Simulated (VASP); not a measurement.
# BaHgSO (Cmcm) in VASP: single point with PBE

Aim: the single point of BaHgSO with PBE.

All numbers are computed with VASP 6.6.1; they aren't measurements. Logs are shortened: lines on timing, memory, paths and dates and some standing lists are left out, and cuts for length are marked.

### Step 1. The crystal as given

It takes space group Cmcm (No. 63, orthorhombic). Conventional cell: a = 4.156 Å, b = 13.484 Å, c = 6.417 Å, α = 90.00°, β = 90.00°, γ = 90.00°. Ba (site symmetry m2m) is surrounded by 4 O at 3.00 Å and 4 S at 3.38 to 3.41 Å. Hg (site symmetry m2m) is surrounded by 2 O at 2.08 Å. S (site symmetry m2m) is surrounded by 2 Hg at 2.45 Å. O (site symmetry 2/m) is surrounded by 2 Hg at 2.08 Å.

The cell was built by a generator and needn't be a form met in nature.

### Step 2. Single point, PBE

Input file INCAR:

```
PREC = Accurate ; ENCUT = 520
EDIFF = 1E-7 ; ISMEAR = -1
SIGMA = 0.1 ; LREAL = F
LASPH = T ; NELM = 60
ALGO = Fast ; ISIF = 2
LWAVE = F ; LCHARG = F
GGA = PE ; NBANDS = 44
```

Input file KPOINTS:

```
regular mesh
0
Gamma
  7 7 4
```

Input file POSCAR:

```
BaHgSO
1.0
    4.1561330000      0.0000000000      0.0000000000
    2.0780660000     -6.7421370000      0.0000000000
    0.0000000000      0.0000000000     -6.4174110000
Ba Hg S O
2 2 2 2
Direct
    0.3920500000      0.2159000000      0.7500000000
    0.6079500000      0.7841000000      0.2500000000
    0.0977800000      0.8044400000      0.7500000000
    0.9022200000      0.1955600000      0.2500000000
    0.6939400000      0.6121200000      0.7500000000
    0.3060600000      0.3878800000      0.2500000000
    0.0000000000      0.0000000000      0.0000000000
    0.0000000000      0.0000000000      0.5000000000
```

Potentials or basis: VASP PAW PBE potentials, release 64 (Ba_sv, Hg, S, O).

Run with:

```
$ cat potpaw_PBE.64/Ba_sv/POTCAR potpaw_PBE.64/Hg/POTCAR potpaw_PBE.64/S/POTCAR potpaw_PBE.64/O/POTCAR > POTCAR
$ mpirun -np 1 vasp_std > vasp.out
```

OUTCAR:

```text
PREC = Accurate
   ENCUT = 520
   EDIFF = 1E-7
   ISMEAR = -1
   LREAL = F
   LASPH = T
   NELM = 60
   ISIF = 2
   GGA = PE

 ion  position               nearest neighbor table
   1  0.392  0.216  0.750-   7 3.00   8 3.00   7 3.00   8 3.00   5 3.38   5 3.38   6 3.41   6 3.41
                             3 3.47   3 3.47   4 3.83   4 3.83   4 3.83   4 3.83   3 3.97   2 4.33
   2  0.608  0.784  0.250-   7 3.00   8 3.00   7 3.00   8 3.00   6 3.38   6 3.38   5 3.41   5 3.41
                             4 3.47   4 3.47   3 3.83   3 3.83   3 3.83   3 3.83   4 3.97   1 4.33
   3  0.098  0.804  0.750-   7 2.08   8 2.08   5 2.45   5 2.45   1 3.47   1 3.47   2 3.83   2 3.83
                             2 3.83   2 3.83   1 3.97
   4  0.902  0.196  0.250-   7 2.08   8 2.08   6 2.45   6 2.45   2 3.47   2 3.47   1 3.83   1 3.83
                             1 3.83   1 3.83   2 3.97
   5  0.694  0.612  0.750-   3 2.45   3 2.45   1 3.38   1 3.38   2 3.41   2 3.41
   6  0.306  0.388  0.250-   4 2.45   4 2.45   2 3.38   2 3.38   1 3.41   1 3.41
   7  0.000  0.000  0.000-   3 2.08   4 2.08   1 3.00   2 3.00   2 3.00   1 3.00
   8  0.000  0.000  0.500-   3 2.08   4 2.08   1 3.00   2 3.00   2 3.00   1 3.00

  LATTYP: Found a base centered orthorhombic cell.
 ALAT       =     4.1561330000
 B/A-ratio  =     3.2444279334
 C/A-ratio  =     1.5440822033

  Lattice vectors:

 A1 = (   2.0780670000,   6.7421370000,   0.0000000000)
 A2 = (   2.0780660000,  -6.7421370000,   0.0000000000)
 A3 = (   0.0000000000,   0.0000000000,  -6.4174110000)

Analysis of symmetry for initial positions (statically):
=====================================================================
 Subroutine PRICEL returns:
 Original cell was already a primitive cell.

 Routine SETGRP: Setting up the symmetry group for a
 base centered orthorhombic supercell.

 Subroutine GETGRP returns: Found  8 space group operations
 (whereof  4 operations were pure point group operations)
 out of a pool of  8 trial point group operations.

The static configuration has the point symmetry C_2h.
 The point group associated with its full space group is D_2h.

Analysis of symmetry for dynamics (positions and initial velocities):
=====================================================================
 Subroutine PRICEL returns:
 Original cell was already a primitive cell.

 Routine SETGRP: Setting up the symmetry group for a
 base centered orthorhombic supercell.

 Subroutine GETGRP returns: Found  8 space group operations
 (whereof  4 operations were pure point group operations)
 out of a pool of  8 trial point group operations.

The dynamic configuration has the point symmetry C_2h.
 The point group associated with its full space group is D_2h.

 Subroutine INISYM returns: Found  8 space group operations
 (whereof  4 operations are pure point group operations),
 and found     1 'primitive' translations

----------------------------------------------------------------------------------------

                                     Primitive cell

  volume of cell :     179.8237

  direct lattice vectors                    reciprocal lattice vectors
     4.156133000  0.000000000  0.000000000     0.240608277  0.074160445  0.000000000
     2.078066000 -6.742137000  0.000000000     0.000000000 -0.148320926  0.000000000
     0.000000000  0.000000000 -6.417411000     0.000000000  0.000000000 -0.155826080

  length of vectors
     4.156133000  7.055123644  6.417411000     0.251777907  0.148320926  0.155826080

  position of ions in fractional coordinates (direct lattice)
     0.392050000  0.215900000  0.750000000
     0.607950000  0.784100000  0.250000000
     0.097780000  0.804440000  0.750000000
     0.902220000  0.195560000  0.250000000
     0.693940000  0.612120000  0.750000000
     0.306060000  0.387880000  0.250000000
     0.000000000  0.000000000  0.000000000
     0.000000000  0.000000000  0.500000000

  ion indices of the primitive-cell ions
   primitive index   ion index
                 1           1
                 2           2
                 3           3
                 4           4
                 5           5
                 6           6
                 7           7
                 8           8

----------------------------------------------------------------------------------------

 KPOINTS: regular mesh

Automatic generation of k-mesh.
 Grid dimensions read from file:
 generate k-points for:    7    7    4

 Generating k-lattice:

  Cartesian coordinates                     Fractional coordinates (reciprocal lattice)
     0.034372611  0.010594349  0.000000000     0.142857143  0.000000000  0.000000000
     0.000000000 -0.021188704  0.000000000     0.000000000  0.142857143  0.000000000
     0.000000000  0.000000000 -0.038956520     0.000000000  0.000000000  0.250000000

  Length of vectors
     0.035968272  0.021188704  0.038956520

  Shift w.r.t. Gamma in fractional coordinates (k-lattice)
     0.000000000  0.000000000  0.000000000

 Subroutine IBZKPT returns following result:
 ===========================================

 Found     48 irreducible k-points:

 Following reciprocal coordinates:
            Coordinates               Weight
  0.000000  0.000000  0.000000      1.000000
  0.142857  0.000000  0.000000      4.000000
  0.285714  0.000000  0.000000      4.000000
  0.428571  0.000000  0.000000      4.000000
  0.000000  0.142857  0.000000      2.000000
  0.285714  0.142857  0.000000      2.000000
[... 16 lines left out ...]
  0.428571  0.142857  0.250000      8.000000
 -0.428571  0.142857  0.250000      8.000000
 [... further k-points ...]
   k-points           NKPTS =     48   k-points in BZ     NKDIM =     48   number of bands    NBANDS=     44
   number of dos      NEDOS =    301   number of ions     NIONS =      8
   total plane-waves  NPLWV =  82944
   dimension x,y,z NGX =    32 NGY =   54 NGZ =   48
   dimension x,y,z NGXF=    64 NGYF=  108 NGZF=   96
   ions per type =               2   2   2   2
   NGX,Y,Z   is equivalent  to a cutoff of  12.80, 12.72, 12.43 a.u.
   NGXF,Y,Z  is equivalent  to a cutoff of  25.60, 25.45, 24.87 a.u.
 SYSTEM =  unknown system
   PREC   = accura    normal or accurate (medium, high low for compatibility)
   ISTART =      0    job   : 0-new  1-cont  2-samecut
   ICHARG =      2    charge: 1-file 2-atom 10-const
   ISPIN  =      1    spin polarized calculation?
   LNONCOLLINEAR =      F non collinear calculations
   LSORBIT =      F    spin-orbit coupling
   LASPH  =      T    aspherical Exc in radial PAW
   ENCUT  =  520.0 eV  38.22 Ry    6.18 a.u.   7.73 13.12 11.93*2*pi/ulx,y,z
   NELM   =     60;   NELMIN=  2; NELMDL= -5     # of ELM steps
   EDIFF  = 0.1E-06   stopping-criterion for ELM
   LREAL  =      F    real-space projection
   EDIFFG = 0.1E-05   stopping-criterion for IOM
   NSW    =      0    number of steps for IOM
   IBRION =     -1    ionic relax: 0-MD 1-quasi-New 2-CG
   NFREE  =      0    steps in history (QN), initial steepest desc. (CG)
   ISIF   =      2    stress and relaxation
   ISYM   =      2    0-nonsym 1-usesym 2-fastsym
   POTIM  = 0.5000    time-step for ionic-motion
   TEBEG  =    0.0;   TEEND  =   0.0 temperature during run
   PSTRESS=    0.0 pullay stress
   NELECT =      68.0000    total number of electrons
   NUPDOWN=      -1.0000    fix difference up-down
   EMIN   =  10.00;   EMAX   =-10.00  energy-range for DOS
   EFERMI =   0.00;   METHOD = LEGACY
   ISMEAR =    -1;   SIGMA  =   0.10  broadening in eV -4-tet -1-fermi 0-gaus
   EFERMI_NEDOS =   21; number of points for ismear=-14 and -15
   IALGO  =     68    algorithm
   IMIX   =      4    mixing-type and parameters
     AMIX     =   0.40;   BMIX     =  1.00
     AMIX_MAG =   1.60;   BMIX_MAG =  1.00
  volume/ion in A,a.u.               =      22.48       151.69
  Fermi-wavevector in a.u.,A,eV,Ry     =   1.183847  2.237146 19.068474  1.401493
  Thomas-Fermi vector in A             =   2.320073
   LORBIT       =      0    0 simple, 1 ext, 2 COOP (PROOUT), +10 PAW based schemes
   GGA     = PE    functional components
   LHFCALC =     F    Hartree Fock is set to
   AEXX    =    0.0000 exact exchange contribution
   IVDW    =     0    specifies the selected vdW correction
   LEPSILON=     F    determine dielectric tensor
   LRPA    =     F    only Hartree local field effects (RPA)
 non-spin polarized calculation
 RMM-DIIS sequential band-by-band and
  energy-cutoff  :      520.00
  volume of cell :      179.82
 maximum number of plane-waves:      4856
   NGX = 15   NGY = 27   NGZ = 23

 number of electron      67.9999986 magnetization

 Free energy of the ion-electron system (eV)
  ---------------------------------------------------
  ext. energy  EPLUGINS =         0.00000000
  ---------------------------------------------------
  free energy    TOTEN  =       -31.11971281 eV

  energy without entropy =      -31.11843210  energy(sigma->0) =      -31.11907245

 E-fermi :   3.3966     XC(G=0):  -9.6714

 val. band max:        2.9659491008   @ k =   0.0000   0.0000   0.0000
 cond. band min:       3.6079308293   @ k =   0.0000   0.0000   0.0000
 fundamental gap:      0.6419817286
 Fermi energy:         3.3966148308

 k-point     1 :       0.0000    0.0000    0.0000
  band No.  band energies     occupation
      1     -24.4940      2.00000
      2     -24.4635      2.00000
      3     -14.6642      2.00000
      4     -14.4935      2.00000
      5     -10.0809      2.00000
      6      -9.7259      2.00000
[... 36 lines left out ...]
     43       8.0233      0.00000
     44       8.7211      0.00000

 k-point     2 :       0.1429    0.0000    0.0000
  band No.  band energies     occupation
      1     -24.4862      2.00000
      2     -24.4573      2.00000
      3     -14.6776      2.00000
      4     -14.4796      2.00000
      5     -10.0987      2.00000
      6      -9.7145      2.00000
[... 1026 lines left out ...]
 k-point    24 :      -0.4286    0.1429    0.2500
  band No.  band energies     occupation
      1     -24.4505      2.00000
      2     -24.4355      2.00000
      3     -14.6915      2.00000
      4     -14.4695      2.00000
      5     -10.0913      2.00000
      6      -9.9731      2.00000
[... 36 lines left out ...]
     43       8.3706      0.00000
     44       8.6035      0.00000

 [... further k-points ...]

------------------------ aborting loop because EDIFF is reached ----------------------------------------

  FORCE on cell =-STRESS in cart. coord.  units (eV):
  Direction    XX          YY          ZZ          XY          YZ          ZX
  --------------------------------------------------------------------------------------
  -------------------------------------------------------------------------------------
  Total        5.6911812     10.7180641     10.4259064      0.0000008      0.0000000      0.0000000
  in kB       50.7067919     95.4948753     92.8918348      0.0000071      0.0000000      0.0000000
  external PRESSURE =      79.6978340 kB  Pullay stress =       0.0000000 kB

 VOLUME and BASIS-vectors are now :
 -----------------------------------------------------------------------------
  energy-cutoff  :      520.00
  volume of cell :      179.82
      direct lattice vectors                 reciprocal lattice vectors
     4.156133000  0.000000000  0.000000000     0.240608277  0.074160445  0.000000000
     2.078066000 -6.742137000  0.000000000     0.000000000 -0.148320926  0.000000000
     0.000000000  0.000000000 -6.417411000     0.000000000  0.000000000 -0.155826080

 POSITION                                       TOTAL-FORCE (eV/Angst)
 -----------------------------------------------------------------------------------
      2.07807     -1.45563     -4.81306        -0.000000     -0.250917     -0.000000
      4.15613     -5.28651     -1.60435         0.000000      0.250917      0.000000
      2.07807     -5.42364     -4.81306         0.000000      2.793032      0.000000
      4.15613     -1.31849     -1.60435        -0.000000     -2.793032      0.000000
      4.15613     -4.12700     -4.81306         0.000000      1.215286     -0.000000
      2.07807     -2.61514     -1.60435        -0.000000     -1.215286      0.000000
      0.00000      0.00000      0.00000         0.000000      0.000000      0.000000
      0.00000      0.00000     -3.20871         0.000000      0.000000      0.000000
 -----------------------------------------------------------------------------------
    total drift:                               -0.000000     -0.000000      0.000000

  FREE ENERGIE OF THE ION-ELECTRON SYSTEM (eV)
  ---------------------------------------------------
  free  energy   TOTEN  =       -31.1197128061 eV

  energy  without entropy=      -31.1184320998  energy(sigma->0) =      -31.11907245
```

It took 4.5 min on 1 thread of Intel Xeon 6975P-C (Granite Rapids), shared host; peak memory 0.52 GiB.

What came out:

```yaml
Free_energy: -31.1197 eV
Pressure: 8.0 GPa
Largest_force: 2.793 eV/Å
Band_gap_on_the_k_mesh: 0.64 eV, direct
```

Forces in eV/Å, atoms in the order of the input:
```
Ba   0.000 -0.251  0.000
Ba   0.000  0.251  0.000
Hg   0.000  2.793  0.000
Hg   0.000 -2.793  0.000
S    0.000  1.215  0.000
S    0.000 -1.215  0.000
O    0.000  0.000  0.000
O    0.000  0.000  0.000
```

Stress tensor (GPa, compression positive):
```
5.07 0.00 0.00
0.00 9.55 0.00
0.00 0.00 9.29
```

Levels at points of the mesh, in eV from the valence-band top:
```csv
k point,band 30,band 31,band 32,band 33,band 34,band 35,band 36,band 37,band 38,band 39
"(0.00, 0.00, 0.00)",-1.66,-1.52,-0.48,-0.19,0.00,0.64,2.64,2.73,3.44,3.86
"(0.00, 0.00, 0.50)",-2.05,-0.62,-0.62,-0.60,-0.60,2.08,2.08,3.14,3.14,3.28
```

Caveat: spin-orbit coupling is left out, which moves the levels of the heavy elements; an odd mesh through Γ misses points on the zone boundary, where band edges often lie; forces of over 1 eV/Å show positions far from the minimum, so gaps and moduli don't describe the material at rest.
